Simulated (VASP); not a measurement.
Calculation: PBE GGA, VASP's PBE PAW potentials (set 64) (plane waves; VASP).

VASP input:

### INCAR
```
SYSTEM = Ag2Pt
PREC = Accurate
ENCUT = 300
EDIFF = 1E-6
NELM = 100
ALGO = Normal
LREAL = .FALSE.
LASPH = .TRUE.
ISMEAR = -1
SIGMA = 0.1
GGA = PE
LMAXMIX = 6
LWAVE = .FALSE.
LCHARG = .FALSE.
ISIF = 2
```

### POSCAR
```
Ag2Pt
5.6688740
  0.0000000000   0.7071067376   0.7071067376
  0.7071067376   0.0000000000   0.7071067376
  0.7071067376   0.7071067376   0.0000000000
Ag Pt
4 2
direct
  0.1250000000   0.1250000000   0.1250000000
  0.6250000000   0.1250000000   0.1250000000
  0.1250000000   0.6250000000   0.1250000000
  0.1250000000   0.1250000000   0.6250000000
  0.7500000000   0.7500000000   0.7500000000
  0.5000000000   0.5000000000   0.5000000000
```

**KPOINTS**
```
Automatic
0
gamma
5 5 5
```

POTCAR, in this order: Ag Pt (PBE.64 set). Program: vasp_std.

Output

File OUTCAR:
```
 ion  position               nearest neighbor table
   1  0.125  0.125  0.125-   2 2.83   3 2.83   4 2.83   4 2.83   3 2.83   2 2.83   5 3.32   6 3.32
                             5 3.32   6 3.32   5 3.32   6 3.32
   2  0.625  0.125  0.125-   1 2.83   4 2.83   3 2.83   1 2.83   3 2.83   4 2.83   6 3.32   5 3.32
                             6 3.32   5 3.32   6 3.32   5 3.32
   3  0.125  0.625  0.125-   1 2.83   4 2.83   1 2.83   2 2.83   4 2.83   2 2.83   6 3.32   5 3.32
                             5 3.32   6 3.32   5 3.32   6 3.32
   4  0.125  0.125  0.625-   1 2.83   1 2.83   2 2.83   3 2.83   3 2.83   2 2.83   6 3.32   5 3.32
                             5 3.32   6 3.32   5 3.32   6 3.32
   5  0.750  0.750  0.750-   4 3.32   3 3.32   2 3.32   1 3.32   1 3.32   1 3.32   2 3.32   2 3.32
                             4 3.32   3 3.32   3 3.32   4 3.32   6 3.47   6 3.47   6 3.47   6 3.47
   6  0.500  0.500  0.500-   4 3.32   1 3.32   1 3.32   2 3.32   3 3.32   1 3.32   4 3.32   2 3.32
                             3 3.32   3 3.32   2 3.32   4 3.32   5 3.47   5 3.47   5 3.47   5 3.47
  LATTYP: Found a face centered cubic cell.
 ALAT       =     8.0169980000
 Subroutine PRICEL returns:
 Original cell was already a primitive cell.
 Subroutine GETGRP returns: Found 48 space group operations
The static configuration has the point symmetry T_d .
 The point group associated with its full space group is O_h .
The dynamic configuration has the point symmetry T_d .
 Subroutine INISYM returns: Found 48 space group operations
 Subroutine IBZKPT returns following result:
 Found     10 irreducible k-points:

 Following reciprocal coordinates:
            Coordinates               Weight
  0.000000  0.000000  0.000000      1.000000
  0.200000  0.000000  0.000000      8.000000
  0.400000  0.000000  0.000000      8.000000
  0.200000  0.200000  0.000000      6.000000
  0.400000  0.200000  0.000000     24.000000
 -0.400000  0.200000  0.000000     24.000000
 -0.200000  0.200000  0.000000     12.000000
  0.400000  0.400000  0.000000      6.000000
 -0.400000  0.400000  0.000000     12.000000
 -0.400000  0.400000  0.200000     24.000000
   k-points           NKPTS =     10   k-points in BZ     NKDIM =     10   number of bands    NBANDS=     38
   number of dos      NEDOS =    301   number of ions     NIONS =      6
   total plane-waves  NPLWV =  32768
...
```

**OSZICAR**
```
       N       E                     dE             d eps       ncg     rms          rms(c)
DAV:   1     0.279511445371E+03    0.27951E+03   -0.23541E+04   760   0.104E+03
DAV:   2    -0.117022794635E+02   -0.29121E+03   -0.27488E+03   832   0.262E+02
DAV:   3    -0.209760871314E+02   -0.92738E+01   -0.89855E+01   896   0.442E+01
DAV:   4    -0.210678916222E+02   -0.91804E-01   -0.91784E-01   780   0.456E+00
DAV:   5    -0.210694131433E+02   -0.15215E-02   -0.15214E-02   864   0.558E-01    0.874E+00
DAV:   6    -0.199737862326E+02    0.10956E+01   -0.47051E+00   858   0.202E+01    0.725E+00
DAV:   7    -0.199383002419E+02    0.35486E-01   -0.45525E-01   792   0.511E+00    0.384E+00
DAV:   8    -0.199172761020E+02    0.21024E-01   -0.10171E-01   804   0.282E+00    0.236E+00
DAV:   9    -0.199095686881E+02    0.77074E-02   -0.24691E-02   786   0.122E+00    0.165E-01
DAV:  10    -0.199096955143E+02   -0.12683E-03   -0.94791E-04   826   0.185E-01    0.668E-02
DAV:  11    -0.199097004478E+02   -0.49335E-05   -0.13000E-04   790   0.601E-02    0.178E-02
DAV:  12    -0.199097003691E+02    0.78677E-07   -0.31089E-06   692   0.139E-02
   1 F= -.19909700E+02 E0= -.19866233E+02  d E =-.869341E-01
```

**OUTCAR**
```
------------------------ aborting loop because EDIFF is reached ----------------------------------------
  FORCE on cell =-STRESS in cart. coord.  units (eV):
  Direction    XX          YY          ZZ          XY          YZ          ZX
  --------------------------------------------------------------------------------------
  Total      -11.1690954    -11.1690954    -11.1690954      0.0000000     -0.0000000      0.0000000
  in kB     -138.9163127   -138.9163127   -138.9163127      0.0000000     -0.0000000      0.0000000
  external PRESSURE =    -138.9163127 kB  Pullay stress =       0.0000000 kB
  volume of cell :      128.82
      direct lattice vectors                 reciprocal lattice vectors
     0.000000000  4.008499000  4.008499000    -0.124734969  0.124734969  0.124734969
     4.008499000  0.000000000  4.008499000     0.124734969 -0.124734969  0.124734969
     4.008499000  4.008499000  0.000000000     0.124734969  0.124734969 -0.124734969
 POSITION                                       TOTAL-FORCE (eV/Angst)
 -----------------------------------------------------------------------------------
      1.00212      1.00212      1.00212        -0.000000     -0.000000      0.000000
      1.00212      3.00637      3.00637        -0.000000     -0.000000      0.000000
      3.00637      1.00212      3.00637        -0.000000     -0.000000      0.000000
      3.00637      3.00637      1.00212        -0.000000     -0.000000      0.000000
      6.01275      6.01275      6.01275         0.000000      0.000000      0.000000
      4.00850      4.00850      4.00850        -0.000000     -0.000000     -0.000000
 -----------------------------------------------------------------------------------
    total drift:                                0.000000      0.000000      0.000000
  FREE ENERGIE OF THE ION-ELECTRON SYSTEM (eV)
  ---------------------------------------------------
  free  energy   TOTEN  =       -19.9097003691 eV

  energy  without entropy=      -19.8227662283  energy(sigma->0) =      -19.86623330
```
(Selected blocks of OUTCAR.)

At this cut-off the stress carries a Pulay error, which pulls relaxed volumes low.

The structure was generated: Ag2Pt was put into an ordered model structure, which need not be its known phase. The cell was not relaxed at this level.
